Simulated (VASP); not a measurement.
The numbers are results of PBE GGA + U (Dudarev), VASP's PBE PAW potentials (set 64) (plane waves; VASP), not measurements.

A VASP calculation is set up with these files.

**POSCAR**
```
NiSi2
3.8254480
  0.0000000000   0.7071067232   0.7071067232
  0.7071067232   0.0000000000   0.7071067232
  0.7071067232   0.7071067232   0.0000000000
Si Ni
2 1
Cartesian
  0.3535533616   0.3535533616   0.3535533616
  1.0606600848   1.0606600848   1.0606600848
  0.0000000000   0.0000000000   0.0000000000
```

**INCAR**
```
! general
SYSTEM    = NiSi2
PREC      = Accurate
ENCUT     = 400
LREAL     = .False.
LASPH     = .True.

! electronic loop
EDIFF     = 1E-6
NELM      = 100
ALGO      = Normal
LMAXMIX   = 4

! smearing
ISMEAR    = 1
SIGMA     = 0.1

! functional
GGA       = PE

! DFT+U
LDAU      = .True.
LDAUTYPE  = 2
LDAUL     = -1 2
LDAUU     = 0 3.0
LDAUJ     = 0 0
LDAUPRINT = 1

! ions
ISIF      = 2

! output
LWAVE     = .False.
LCHARG    = .False.
LORBIT    = 10
```

File KPOINTS:
```
Automatic mesh
0
Gamma
9 9 9
0 0 0
```

POTCAR, in this order: Si Ni (PBE.64 set). Program: vasp_std.

Output of the run:

### OSZICAR
```
       N       E                     dE             d eps       ncg     rms          rms(c)
DAV:   1     0.607445420195E+02    0.60745E+02   -0.68157E+03   918   0.114E+03
DAV:   2    -0.135717228070E+02   -0.74316E+02   -0.70670E+02   955   0.225E+02
DAV:   3    -0.166780215236E+02   -0.31063E+01   -0.30399E+01  1150   0.538E+01
DAV:   4    -0.167324868221E+02   -0.54465E-01   -0.54297E-01  1098   0.668E+00
DAV:   5    -0.167337954944E+02   -0.13087E-02   -0.13082E-02  1189   0.107E+00    0.137E+01
DAV:   6    -0.187671371212E+02   -0.20333E+01   -0.27387E+01  1026   0.133E+02    0.164E+01
DAV:   7    -0.155506523127E+02    0.32165E+01   -0.90696E+00  1090   0.884E+01    0.306E+00
DAV:   8    -0.155679118398E+02   -0.17260E-01   -0.10257E+00  1376   0.153E+01    0.245E+00
DAV:   9    -0.155209296285E+02    0.46982E-01   -0.19239E-01  1078   0.103E+01    0.373E-01
DAV:  10    -0.155215188515E+02   -0.58922E-03   -0.63381E-03  1095   0.711E-01    0.216E-01
DAV:  11    -0.155217338655E+02   -0.21501E-03   -0.59347E-04  1086   0.317E-01    0.290E-02
DAV:  12    -0.155217481082E+02   -0.14243E-04   -0.69555E-05  1225   0.188E-01    0.184E-02
DAV:  13    -0.155217476816E+02    0.42665E-06   -0.23586E-05  1066   0.102E-01    0.564E-03
DAV:  14    -0.155217478598E+02   -0.17821E-06   -0.97656E-07   785   0.128E-02
   1 F= -.15521748E+02 E0= -.15521921E+02  d E =0.520612E-03
```

OUTCAR:
```
------------------------ aborting loop because EDIFF is reached ----------------------------------------
  FORCE on cell =-STRESS in cart. coord.  units (eV):
  Direction    XX          YY          ZZ          XY          YZ          ZX
  --------------------------------------------------------------------------------------
  Total        0.1228315      0.1228315      0.1228315      0.0000000      0.0000000     -0.0000000
  in kB        4.9715115      4.9715115      4.9715115      0.0000000      0.0000000     -0.0000000
  external PRESSURE =       4.9715115 kB  Pullay stress =       0.0000000 kB
  volume of cell :       39.59
      direct lattice vectors                 reciprocal lattice vectors
     0.000000000  2.705000000  2.705000000    -0.184842884  0.184842884  0.184842884
     2.705000000  0.000000000  2.705000000     0.184842884 -0.184842884  0.184842884
     2.705000000  2.705000000  0.000000000     0.184842884  0.184842884 -0.184842884
 POSITION                                       TOTAL-FORCE (eV/Angst)
 -----------------------------------------------------------------------------------
      1.35250      1.35250      1.35250        -0.000000     -0.000000     -0.000000
      4.05750      4.05750      4.05750         0.000000      0.000000      0.000000
      0.00000      0.00000      0.00000        -0.000000      0.000000     -0.000000
 -----------------------------------------------------------------------------------
    total drift:                               -0.000000     -0.000000      0.000000
  FREE ENERGIE OF THE ION-ELECTRON SYSTEM (eV)
  ---------------------------------------------------
  free  energy   TOTEN  =       -15.5217478598 eV

  energy  without entropy=      -15.5222684721  energy(sigma->0) =      -15.52192140

 total charge

# of ion       s       p       d       tot
------------------------------------------
    1        0.749   0.834   0.000   1.582
    2        0.749   0.834   0.000   1.582
    3        0.545   0.765   8.602   9.913
--------------------------------------------------
tot          2.043   2.432   8.602  13.077
```
(Selected blocks of OUTCAR.)

The compound is NiSi2 in the fluorite structure. The cell was not relaxed at this level. The run is one of a series of settings (LDAU = .TRUE., LDAUJ = 0 0, LDAUL = -1 2, LDAUTYPE = 2, LDAUU = 0 3.0 against the base run), some of them coarse on purpose. The run is not spin-polarised, so no magnetic state was tried.
